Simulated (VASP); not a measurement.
```
NiSi2
1.0
    0.00000     2.69023     2.75038
    2.71339     0.00000     2.75038
    2.71339     2.69023     0.00000
Si Ni
2 1
Direct
  0.25000   0.25000   0.25000
  0.75000   0.75000   0.75000
  0.98768   0.01232   0.01232
```

These are PBE GGA + U (Dudarev), VASP's PBE PAW potentials (set 64) (plane waves; VASP) values and carry that method's errors. Settings: 400 eV cut-off, 9×9×9 Γ-centred mesh, first-order Methfessel-Paxton smearing of 0.10 eV, potentials Si Ni, U − J: Ni 2.00 eV.

Q: Estimate the energy per atom (σ→0), largest force, band gap (on the k-mesh) with the smallest direct gap where there is one.

A: 
- band gap (on the k-mesh): none (metal, semimetal or under 0.01 eV)
- energy per atom (σ→0): -517.7 kJ/mol of atoms
- largest force: 0.596 eV/Å

The absolute energy has meaning only against runs of the same code, potentials and settings.

The compound is NiSi2 in the fluorite structure. The cell was not relaxed at this level, atoms are displaced from their ideal sites. The run is one of a series of settings (LDAU = .TRUE., LDAUJ = 0 0, LDAUL = -1 2, LDAUTYPE = 2, LDAUU = 0 2.0 against the base run), some of them coarse on purpose. The run is not spin-polarised, so no magnetic state was tried.
